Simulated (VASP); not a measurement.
Data:

```
LiBr
1.0
    0.00000     2.65459     2.65459
    2.65459     0.00000     2.65459
    2.65459     2.65459     0.00000
Li Br
1 1
Direct
  0.00000   0.00000   0.00000
  0.50000   0.50000   0.50000
```

All values below come from LDA (Ceperley-Alder, Perdew-Zunger), VASP's LDA PAW potentials (set 64) (plane waves; VASP 6.6.1). Settings: 520 eV cut-off, 8×8×8 Γ-centred mesh, Gaussian smearing of 0.050 eV, potentials Li_sv Br.

### Question
Estimate the energy per atom (σ→0), band gap (on the k-mesh) with the smallest direct gap where there is one.

### Answer

```json
{
 "band gap (on the k-mesh)": "5.18 eV",
 "smallest direct gap (on the k-mesh)": "5.18 eV",
 "energy per atom (σ→0)": "-3.687 eV/atom"
}
```

Only differences to runs with the same potentials and settings are physical.

The compound is LiBr in the rock salt structure. It was relaxed first, which changed the volume by -10 %. The start is the result of an earlier pass.
